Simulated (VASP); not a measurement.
All values below come from optB86b-vdW, VASP's PBE PAW potentials (set 64) (plane waves; VASP 6.6.1).

A VASP calculation is set up with these files.

**KPOINTS**
```
Regular mesh
0
Gamma
 17 17 17
0 0 0
```

**POSCAR**
```
Al
1
    0.0000000000     2.0149687065     2.0149687065
    2.0149687065    -0.0000000000     2.0149687065
    2.0149687065     2.0149687065     0.0000000000
Al
1
Direct
  0.0000000000   0.0000000000   0.0000000000
```

**INCAR**
```
AGGAC = 0.0
ALGO = Normal
EDIFF = 1E-7
ENCUT = 520
GGA = MK
ISIF = 2
ISMEAR = -5
LASPH = .True.
LCHARG = .True.
LORBIT = 11
LREAL = .False.
LUSE_VDW = .True.
LWAVE = .False.
NEDOS = 601
NELM = 100
PARAM1 = 0.1234
PARAM2 = 1.0
PREC = Accurate
SYSTEM = Al
```

POTCAR, in this order: Al (PBE.64 set). Program: vasp_std.

The resulting files:

File OUTCAR:
```
 ion  position               nearest neighbor table
   1  0.000  0.000  0.000-
  LATTYP: Found a face centered cubic cell.
 ALAT       =     4.0299374130
 Subroutine PRICEL returns:
 Original cell was already a primitive cell.
 Subroutine GETGRP returns: Found 48 space group operations
The static configuration has the point symmetry O_h .
The dynamic configuration has the point symmetry O_h .
 Subroutine INISYM returns: Found 48 space group operations
 Subroutine IBZKPT returns following result:
 Found    165 irreducible k-points:

 Following reciprocal coordinates:
            Coordinates               Weight
  0.000000  0.000000  0.000000      1.000000
  0.058824  0.000000  0.000000      8.000000
  0.117647  0.000000  0.000000      8.000000
  0.176471  0.000000  0.000000      8.000000
  0.235294  0.000000  0.000000      8.000000
  0.294118  0.000000  0.000000      8.000000
  0.352941  0.000000  0.000000      8.000000
  0.411765  0.000000  0.000000      8.000000
  0.470588  0.000000  0.000000      8.000000
  0.058824  0.058824  0.000000      6.000000
  0.117647  0.058824  0.000000     24.000000
  0.176471  0.058824  0.000000     24.000000
  0.235294  0.058824  0.000000     24.000000
  0.294118  0.058824  0.000000     24.000000
  0.352941  0.058824  0.000000     24.000000
  0.411765  0.058824  0.000000     24.000000
  0.470588  0.058824  0.000000     24.000000
 -0.470588  0.058824  0.000000     24.000000
 -0.411765  0.058824  0.000000     24.000000
 -0.352941  0.058824  0.000000     24.000000
 -0.294118  0.058824  0.000000     24.000000
 -0.235294  0.058824  0.000000     24.000000
 -0.176471  0.058824  0.000000     24.000000
 -0.117647  0.058824  0.000000     24.000000
 -0.058824  0.058824  0.000000     12.000000
  0.117647  0.117647  0.000000      6.000000
  0.176471  0.117647  0.000000     24.000000
  0.235294  0.117647  0.000000     24.000000
  0.294118  0.117647  0.000000     24.000000
  0.352941  0.117647  0.000000     24.000000
  0.411765  0.117647  0.000000     24.000000
  0.470588  0.117647  0.000000     24.000000
 -0.470588  0.117647  0.000000     24.000000
 -0.411765  0.117647  0.000000     24.000000
 -0.352941  0.117647  0.000000     24.000000
 -0.294118  0.117647  0.000000     24.000000
 -0.235294  0.117647  0.000000     24.000000
 -0.176471  0.117647  0.000000     24.000000
 -0.117647  0.117647  0.000000     12.000000
  0.176471  0.176471  0.000000      6.000000
   k-points           NKPTS =    165   k-points in BZ     NKDIM =    165   number of bands    NBANDS=      5
   number of dos      NEDOS =    601   number of ions     NIONS =      1
   total plane-waves  NPLWV =  13824
   dimension x,y,z NGX =    24 NGY =   24 NGZ =   24
   dimension x,y,z NGXF=    48 NGYF=   48 NGZF=   48
   ions per type =               1
   PREC   = accura    normal or accurate (medium, high low for compatibility)
   ISTART =      0    job   : 0-new  1-cont  2-samecut
   ICHARG =      2    charge: 1-file 2-atom 10-const
   ISPIN  =      1    spin polarized calculation?
   LNONCOLLINEAR =      F non collinear calculations
   LSORBIT =      F    spin-orbit coupling
   INIWAV =      1    electr: 0-lowe 1-rand  2-diag
   ENCUT  =  520.0 eV  38.22 Ry    6.18 a.u.   5.30  5.30  5.30*2*pi/ulx,y,z
   NELM   =    100;   NELMIN=  2; NELMDL= -5     # of ELM steps
   EDIFF  = 0.1E-06   stopping-criterion for ELM
   LREAL  =      F    real-space projection
   NLSPLINE    = F    spline interpolate recip. space projectors
   LMAXMIX     =    2 max onsite mixed and CHGCAR
   VOSKOWN=      0    Vosko Wilk Nusair interpolation
...
```

**OSZICAR**
```
       N       E                     dE             d eps       ncg     rms          rms(c)
DAV:   1    -0.371862777488E+00   -0.37186E+00   -0.85011E+02  1720   0.327E+02
DAV:   2    -0.249755965988E+01   -0.21257E+01   -0.20550E+01  2130   0.316E+01
DAV:   3    -0.252040905420E+01   -0.22849E-01   -0.23313E-01  2190   0.364E+00
DAV:   4    -0.252049635256E+01   -0.87298E-04   -0.90071E-04  2180   0.225E-01
DAV:   5    -0.252049685043E+01   -0.49787E-06   -0.49708E-06  2225   0.152E-02    0.124E+00
DAV:   6    -0.251376646030E+01    0.67304E-02   -0.14352E-03  1960   0.349E-01    0.735E-01
DAV:   7    -0.250881121748E+01    0.49552E-02   -0.38555E-03  1835   0.594E-01    0.131E-01
DAV:   8    -0.250882551543E+01   -0.14298E-04   -0.38182E-05  2505   0.549E-02    0.221E-02
DAV:   9    -0.250882579487E+01   -0.27945E-06   -0.43403E-07  2010   0.581E-03    0.205E-03
DAV:  10    -0.250882527447E+01    0.52040E-06   -0.19584E-08  1610   0.135E-03    0.120E-03
DAV:  11    -0.250882518533E+01    0.89136E-07   -0.12368E-09  1065   0.340E-04
   1 F= -.25088252E+01 E0= -.25088252E+01  d E =0.000000E+00
```

OUTCAR:
```
------------------------ aborting loop because EDIFF is reached ----------------------------------------
  FORCE on cell =-STRESS in cart. coord.  units (eV):
  Direction    XX          YY          ZZ          XY          YZ          ZX
  --------------------------------------------------------------------------------------
  Total       -0.0056040     -0.0056040     -0.0056040     -0.0000000      0.0000000     -0.0000000
  in kB       -0.5487510     -0.5487510     -0.5487510     -0.0000000      0.0000000     -0.0000000
  external PRESSURE =      -0.5487510 kB  Pullay stress =       0.0000000 kB
  volume of cell :       16.36
      direct lattice vectors                 reciprocal lattice vectors
     0.000000000  2.014968706  2.014968706    -0.248142812  0.248142812  0.248142812
     2.014968706  0.000000000  2.014968706     0.248142812 -0.248142812  0.248142812
     2.014968706  2.014968706  0.000000000     0.248142812  0.248142812 -0.248142812
 POSITION                                       TOTAL-FORCE (eV/Angst)
 -----------------------------------------------------------------------------------
      0.00000      0.00000      0.00000         0.000000      0.000000      0.000000
 -----------------------------------------------------------------------------------
    total drift:                                0.000000     -0.000000     -0.000000
  FREE ENERGIE OF THE ION-ELECTRON SYSTEM (eV)
  ---------------------------------------------------
  free  energy   TOTEN  =        -2.5088251853 eV

  energy  without entropy=       -2.5088251853  energy(sigma->0) =       -2.50882519

 total charge

# of ion       s       p       d       tot
------------------------------------------
    1        0.425   0.345   0.000   0.771
```
(Selected blocks of OUTCAR.)

For a metal the tetrahedron method with Blöchl corrections gives inexact stress and forces.

The compound is Al in the fcc structure. It was relaxed first.
